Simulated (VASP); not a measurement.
Energy against volume of CaO (rock salt). Level of theory: optB86b-vdW, VASP's PBE PAW potentials (set 64) (plane waves; VASP). Numerical set-up: 520 eV cut-off, 10×10×10 Γ-centred mesh, Gaussian smearing of 0.050 eV, potentials Ca_sv O.

```
V (Å³/atom)  E (eV/atom)
-----------  -----------
12.971          -4.56172
13.385          -4.57723
13.799          -4.58233
14.213          -4.57857
```

Q: Fit these four points and predict the energy of the run at 14.627 Å³/atom.

A: A cubic in V^(−2/3), the third-order Birch-Murnaghan form, passes through the four points with V0 = 13.82 Å³/atom and B0 = 113 GPa, and gives -4.5673 eV/atom there. The run gave -4.5673 eV/atom, -0.0 meV/atom from the fit; all five points give B0 = 113 GPa.

The compound is CaO in the rock salt structure. It was relaxed first.
